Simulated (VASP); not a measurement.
Here is a VASP 6.6.1 calculation.

POSCAR

```
WF
1.0
    1.3658900000      0.7886000000      5.0696000000
   -1.3658900000      0.7886000000      5.0696000000
    0.0000000000     -1.5771900000      5.0696000000
W F
1 1
Direct
    0.8141200000      0.8141200000      0.8141200000
    0.9371200000      0.9371200000      0.9371200000
```

File INCAR.step1:

```
SYSTEM = WF
  PREC = Accurate
  ENCUT = 520
  EDIFF = 1E-6
  ISMEAR = -1
  SIGMA = 0.05
  LREAL = .FALSE.
  LASPH = .TRUE.
  NELM = 60
  ALGO = Normal
  ISIF = 2
  LWAVE = .FALSE.
  LCHARG = .TRUE.
  LMAXMIX = 4
  NBANDS = 18
```

The input KPOINTS.step1:

```
Automatic mesh
0
G
  11 11 11
  0 0 0
```

INCAR.step2

```
SYSTEM = WF
  PREC = Accurate
  ENCUT = 520
  EDIFF = 1E-6
  ISMEAR = 0
  SIGMA = 0.05
  LREAL = .FALSE.
  LASPH = .TRUE.
  NELM = 60
  ALGO = Normal
  ISIF = 2
  LWAVE = .FALSE.
  LCHARG = .FALSE.
  LMAXMIX = 4
  NBANDS = 18
  ICHARG = 11
```

File KPOINTS.step2:

```
path GLB1,BZGX,QFP1Z,LP
15
line-mode
reciprocal
 0.0000000000  0.0000000000  0.0000000000  G
 0.5000000000  0.0000000000  0.0000000000  L

 0.5000000000  0.0000000000  0.0000000000  L
 0.5000000000  0.1827980402 -0.1827980402  B1

 0.8172019598  0.5000000000  0.1827980402  B
 0.5000000000  0.5000000000  0.5000000000  Z

 0.5000000000  0.5000000000  0.5000000000  Z
 0.0000000000  0.0000000000  0.0000000000  G

 0.0000000000  0.0000000000  0.0000000000  G
 0.3413990201  0.0000000000 -0.3413990201  X

 0.6586009799  0.3413990201  0.0000000000  Q
 0.5000000000  0.5000000000  0.0000000000  F

 0.5000000000  0.5000000000  0.0000000000  F
 0.6586009799  0.6586009799  0.1827980402  P1

 0.6586009799  0.6586009799  0.1827980402  P1
 0.5000000000  0.5000000000  0.5000000000  Z

 0.5000000000  0.0000000000  0.0000000000  L
 0.8172019598  0.3413990201  0.3413990201  P
```

Potentials or basis: VASP PAW LDA potentials, release 64 (W_sv, F).

Run with:

```bash
$ cat potpaw_LDA.64/W_sv/POTCAR potpaw_LDA.64/F/POTCAR > POTCAR
$ cp INCAR.step1 INCAR
$ cp KPOINTS.step1 KPOINTS
$ mpirun -np 1 vasp_std > vasp.out
$ cp INCAR.step2 INCAR
$ cp KPOINTS.step2 KPOINTS
$ mpirun -np 1 vasp_std > vasp.out
```

Question: What does it give for the band gap along the path?

Answer: None (metal or under the smearing width).

Levels at the corners of the path, in eV from the Fermi level:
| point | band 7 | band 8 | band 9 | band 10 | band 11 | band 12 | band 13 | band 14 |
| --- | --- | --- | --- | --- | --- | --- | --- | --- |
| Γ | -6.55 | -4.00 | -4.00 | -0.36 | -0.19 | -0.19 | 3.64 | 3.64 |
| L | -6.16 | -4.59 | -4.52 | -1.61 | 2.57 | 3.20 | 4.08 | 6.02 |
| L | -6.16 | -4.59 | -4.52 | -1.61 | 2.57 | 3.20 | 4.08 | 6.02 |
| B1 | -6.09 | -5.82 | -1.25 | -0.83 | -0.05 | 0.06 | 3.93 | 8.32 |
| B | -6.09 | -5.82 | -1.25 | -0.83 | -0.05 | 0.06 | 3.93 | 8.32 |
| Z | -6.25 | -3.99 | -3.99 | -0.19 | -0.19 | 0.91 | 3.60 | 3.60 |
| Z | -6.25 | -3.99 | -3.99 | -0.19 | -0.19 | 0.91 | 3.60 | 3.60 |
| Γ | -6.55 | -4.00 | -4.00 | -0.36 | -0.19 | -0.19 | 3.64 | 3.64 |
| Γ | -6.55 | -4.00 | -4.00 | -0.36 | -0.19 | -0.19 | 3.64 | 3.64 |
| X | -6.09 | -5.88 | -1.14 | -0.86 | -0.04 | -0.02 | 3.90 | 8.27 |
| Q | -6.09 | -5.88 | -1.14 | -0.86 | -0.04 | -0.02 | 3.90 | 8.27 |
| F | -6.29 | -4.59 | -4.49 | -1.35 | 2.46 | 3.49 | 4.13 | 6.02 |
| F | -6.29 | -4.59 | -4.49 | -1.35 | 2.46 | 3.49 | 4.13 | 6.02 |
| P1 | -6.27 | -4.58 | -4.50 | -1.41 | 2.49 | 3.57 | 3.85 | 5.95 |
| P1 | -6.27 | -4.58 | -4.50 | -1.41 | 2.49 | 3.57 | 3.85 | 5.95 |
| Z | -6.25 | -3.99 | -3.99 | -0.19 | -0.19 | 0.91 | 3.60 | 3.60 |
| L | -6.16 | -4.59 | -4.52 | -1.61 | 2.57 | 3.20 | 4.08 | 6.02 |
| P | -6.27 | -4.58 | -4.50 | -1.41 | 2.49 | 3.57 | 3.85 | 5.95 |

Caveat: the log is that of the step along the path at fixed density, whose energy, stress, charges and moments have no meaning; spin-orbit coupling is left out, which moves the levels of the heavy elements; an odd number of electrons without spin polarisation forces a metal; a magnetic or distorted state may lie lower.
